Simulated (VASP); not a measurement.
Runs of VASP 6.6.1 on Co. The structure is hexagonal, space group P6_3/mmc (No. 194). The conventional cell has a = 2.453 Å, b = 2.453 Å, c = 3.961 Å, α = 90.00°, β = 90.00°, γ = 120.00°. Co (site symmetry -6m2) is surrounded by 12 Co at 2.43 to 2.45 Å. 

```tsv
level	k mesh	cutoff (eV)	smearing	gap on the mesh (eV)	pressure (GPa)	moment (μB)
PBEsol	21 × 21 × 10	520	gaussian 0.5 eV	none	0.3	2.93
PBEsol	21 × 21 × 10	900	gaussian 0.1 eV	none	0.1	3.10
PBEsol	30 × 30 × 16	520	gaussian 0.1 eV	none	0.3	3.13
PBEsol	21 × 21 × 10	700	gaussian 0.1 eV	none	0.1	3.10
r2SCAN	21 × 21 × 10	520	gaussian 0.1 eV	none	6.9	(a)
```

Alike in all rows: task single point; potentials or basis VASP PAW PBE potentials, release 64 (Co); spin collinear, ferromagnetic start; cell as given.

Task: Fill in the values left out.

Result: (a) 3.43.

Caveats: the PAW data sets were made with another functional, which shifts forces and pressure a little.

A k mesh can miss the band edges.

A gap of «none» marks a metal or a gap under the smearing width.

Not every run made on this cell is shown here.
